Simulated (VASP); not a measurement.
OSZICAR of a VASP run on Al₃₅GeN₃₆:

### OSZICAR
```
       N       E                     dE             d eps       ncg     rms          rms(c)
DAV:   1     0.176297275615E+04    0.17630E+04   -0.13150E+05   740   0.123E+03
DAV:   2    -0.438221119877E+03   -0.22012E+04   -0.21044E+04   942   0.293E+02
DAV:   3    -0.621990908036E+03   -0.18377E+03   -0.18201E+03   840   0.905E+01
DAV:   4    -0.625876766632E+03   -0.38859E+01   -0.38673E+01   864   0.144E+01
DAV:   5    -0.625958166041E+03   -0.81399E-01   -0.81259E-01   856   0.204E+00    0.503E+01
RMM:   6    -0.542104024270E+03    0.83854E+02   -0.33840E+02   724   0.324E+01    0.177E+01
RMM:   7    -0.544300959183E+03   -0.21969E+01   -0.44033E+01   724   0.136E+01    0.126E+01
RMM:   8    -0.544142771251E+03    0.15819E+00   -0.31465E+00   724   0.450E+00    0.168E+00
RMM:   9    -0.544160464873E+03   -0.17694E-01   -0.54079E-01   735   0.154E+00    0.131E+00
RMM:  10    -0.544161268525E+03   -0.80365E-03   -0.12544E-01   740   0.699E-01    0.932E-01
RMM:  11    -0.544165036244E+03   -0.37677E-02   -0.27202E-02   736   0.313E-01    0.537E-01
RMM:  12    -0.544170783789E+03   -0.57475E-02   -0.11896E-02   724   0.237E-01    0.234E-01
RMM:  13    -0.544169734081E+03    0.10497E-02   -0.85353E-03   724   0.161E-01    0.722E-02
RMM:  14    -0.544169814967E+03   -0.80885E-04   -0.27073E-03   724   0.996E-02    0.734E-02
RMM:  15    -0.544169730496E+03    0.84471E-04   -0.42976E-04   724   0.455E-02    0.245E-02
RMM:  16    -0.544169749160E+03   -0.18664E-04   -0.22547E-04   713   0.299E-02    0.141E-02
RMM:  17    -0.544169746096E+03    0.30642E-05   -0.27884E-05   507   0.112E-02
   1 F= -.54416975E+03 E0= -.54416871E+03  d E =-.544170E+03  mag=     1.0000
       N       E                     dE             d eps       ncg     rms          rms(c)
DAV:   1    -0.544499794913E+03   -0.33005E+00   -0.10594E+02   766   0.261E+01    0.221E+00
RMM:   2    -0.544615830516E+03   -0.11604E+00   -0.28192E+00   724   0.381E+00    0.135E+00
RMM:   3    -0.544572648882E+03    0.43182E-01   -0.32444E-01   724   0.132E+00    0.879E-01
RMM:   4    -0.544556070601E+03    0.16578E-01   -0.15655E-01   724   0.755E-01    0.299E-01
RMM:   5    -0.544557080002E+03   -0.10094E-02   -0.22350E-02   748   0.310E-01    0.184E-01
RMM:   6    -0.544557529290E+03   -0.44929E-03   -0.57675E-03   763   0.148E-01    0.992E-02
RMM:   7    -0.544557563136E+03   -0.33846E-04   -0.93773E-04   741   0.667E-02    0.550E-02
RMM:   8    -0.544557598239E+03   -0.35103E-04   -0.31148E-04   727   0.385E-02    0.261E-02
RMM:   9    -0.544557598620E+03   -0.38142E-06   -0.60943E-05   586   0.174E-02
   2 F= -.54455760E+03 E0= -.54455759E+03  d E =-.387853E+00  mag=     1.0000
       N       E                     dE             d eps       ncg     rms          rms(c)
DAV:   1    -0.544725715898E+03   -0.16812E+00   -0.13757E+01   760   0.941E+00    0.774E-01
RMM:   2    -0.544741075616E+03   -0.15360E-01   -0.36826E-01   724   0.137E+00    0.491E-01
RMM:   3    -0.544735409429E+03    0.56662E-02   -0.40501E-02   724   0.466E-01    0.318E-01
RMM:   4    -0.544732948852E+03    0.24606E-02   -0.22404E-02   724   0.282E-01    0.999E-02
RMM:   5    -0.544733026616E+03   -0.77764E-04   -0.29588E-03   742   0.114E-01    0.632E-02
RMM:   6    -0.544733090212E+03   -0.63596E-04   -0.90614E-04   765   0.550E-02    0.385E-02
RMM:   7    -0.544733084610E+03    0.56016E-05   -0.12935E-04   724   0.249E-02    0.211E-02
RMM:   8    -0.544733091668E+03   -0.70575E-05   -0.76028E-05   639   0.177E-02
   3 F= -.54473309E+03 E0= -.54473306E+03  d E =-.563346E+00  mag=     1.0000
       N       E                     dE             d eps       ncg     rms          rms(c)
DAV:   1    -0.544776636545E+03   -0.43552E-01   -0.11629E+01   744   0.874E+00    0.620E-01
RMM:   2    -0.544787810547E+03   -0.11174E-01   -0.21674E-01   724   0.105E+00    0.346E-01
RMM:   3    -0.544785357039E+03    0.24535E-02   -0.24363E-02   724   0.367E-01    0.214E-01
RMM:   4    -0.544784493891E+03    0.86315E-03   -0.84879E-03   724   0.190E-01    0.788E-02
RMM:   5    -0.544784559414E+03   -0.65523E-04   -0.10295E-03   746   0.737E-02    0.477E-02
RMM:   6    -0.544784580063E+03   -0.20648E-04   -0.26101E-04   752   0.342E-02    0.229E-02
RMM:   7    -0.544784584154E+03   -0.40910E-05   -0.55159E-05   584   0.161E-02
   4 F= -.54478458E+03 E0= -.54478457E+03  d E =-.514925E-01  mag=     1.0000
       N       E                     dE             d eps       ncg     rms          rms(c)
DAV:   1    -0.544785495373E+03   -0.91531E-03   -0.17761E-01   848   0.108E+00    0.743E-02
RMM:   2    -0.544785659705E+03   -0.16433E-03   -0.32447E-03   724   0.128E-01    0.439E-02
RMM:   3    -0.544785617303E+03    0.42402E-04   -0.35752E-04   724   0.445E-02    0.260E-02
RMM:   4    -0.544785604275E+03    0.13028E-04   -0.13467E-04   700   0.234E-02    0.900E-03
RMM:   5    -0.544785605095E+03   -0.82034E-06   -0.14392E-05   446   0.871E-03
   5 F= -.54478561E+03 E0= -.54478559E+03  d E =-.525134E-01  mag=     1.0000
       N       E                     dE             d eps       ncg     rms          rms(c)
DAV:   1    -0.544793541694E+03   -0.79374E-02   -0.18109E+00   739   0.345E+00    0.224E-01
RMM:   2    -0.544795182906E+03   -0.16412E-02   -0.29438E-02   724   0.384E-01    0.120E-01
RMM:   3    -0.544794969181E+03    0.21373E-03   -0.33407E-03   724   0.135E-01    0.717E-02
RMM:   4    -0.544794874074E+03    0.95107E-04   -0.10722E-03   724   0.683E-02    0.239E-02
RMM:   5    -0.544794889068E+03   -0.14994E-04   -0.16421E-04   759   0.273E-02    0.167E-02
RMM:   6    -0.544794891518E+03   -0.24500E-05   -0.26911E-05   485   0.115E-02
   6 F= -.54479489E+03 E0= -.54479488E+03  d E =-.928642E-02  mag=     1.0000
       N       E                     dE             d eps       ncg     rms          rms(c)
DAV:   1    -0.544795177463E+03   -0.28839E-03   -0.10531E-01   840   0.832E-01    0.540E-02
RMM:   2    -0.544795274404E+03   -0.96941E-04   -0.17324E-03   724   0.928E-02    0.288E-02
RMM:   3    -0.544795263221E+03    0.11183E-04   -0.20264E-04   724   0.331E-02    0.175E-02
RMM:   4    -0.544795258090E+03    0.51309E-05   -0.64177E-05   669   0.167E-02
   7 F= -.54479526E+03 E0= -.54479524E+03  d E =-.965300E-02  mag=     1.0000
       N       E                     dE             d eps       ncg     rms          rms(c)
DAV:   1    -0.544797578031E+03   -0.23148E-02   -0.65255E-01   739   0.209E+00    0.135E-01
RMM:   2    -0.544798274534E+03   -0.69650E-03   -0.11169E-02   724   0.241E-01    0.760E-02
RMM:   3    -0.544798215413E+03    0.59121E-04   -0.13003E-03   725   0.847E-02    0.475E-02
RMM:   4    -0.544798176108E+03    0.39304E-04   -0.45924E-04   724   0.445E-02    0.163E-02
RMM:   5    -0.544798182937E+03   -0.68287E-05   -0.77885E-05   625   0.179E-02
   8 F= -.54479818E+03 E0= -.54479817E+03  d E =-.292485E-02  mag=     1.0000
       N       E                     dE             d eps       ncg     rms          rms(c)
DAV:   1    -0.544798197451E+03   -0.21343E-04   -0.53503E-03   840   0.190E-01    0.137E-02
RMM:   2    -0.544798204271E+03   -0.68197E-05   -0.98245E-05   713   0.230E-02    0.867E-03
RMM:   3    -0.544798204094E+03    0.17697E-06   -0.12939E-05   437   0.849E-03    0.569E-03
RMM:   4    -0.544798203973E+03    0.12062E-06   -0.35427E-06   428   0.405E-03
   9 F= -.54479820E+03 E0= -.54479819E+03  d E =-.294588E-02  mag=     1.0000
       N       E                     dE             d eps       ncg     rms          rms(c)
DAV:   1    -0.544799163639E+03   -0.95955E-03   -0.21893E-01   739   0.121E+00    0.766E-02
RMM:   2    -0.544799404122E+03   -0.24048E-03   -0.34902E-03   724   0.135E-01    0.405E-02
RMM:   3    -0.544799399362E+03    0.47597E-05   -0.40951E-04   725   0.480E-02    0.259E-02
RMM:   4    -0.544799389915E+03    0.94476E-05   -0.13144E-04   719   0.245E-02    0.856E-03
RMM:   5    -0.544799392041E+03   -0.21264E-05   -0.22026E-05   481   0.100E-02
  10 F= -.54479939E+03 E0= -.54479938E+03  d E =-.118807E-02  mag=     1.0000
```

Problem. Which electronic solver shows in the log?

Solution. It is blocked Davidson (ALGO = Normal, or the opening steps of other solvers) and then RMM-DIIS (ALGO = Fast or VeryFast). The INCAR had ALGO = Fast.

Problem. How was spin treated?

Solution. Collinear spin (ISPIN = 2): the summary line carries one mag value, 1.00 μB in the cell.

Problem. Can the final energy be trusted as converged?

Solution. The run converged. It stopped with EDIFF = 1E-5, NELM = 100, NSW = 60 and EDIFFG = -0.03 after 10 ionic steps (PBE GGA, plane waves, VASP's PBE PAW potentials (set 64)).  The cell is charged, with a uniform compensating background. The supercell is sampled at Γ alone, which is coarse: total energies, pressure and levels can be off, energies of defects by several tenths of an eV.

The cell is a supercell with a defect, built from AlN (wurtzite): Ge_Al, charge +2. The total moment is imposed (NUPDOWN), so this need not be the lowest spin state.
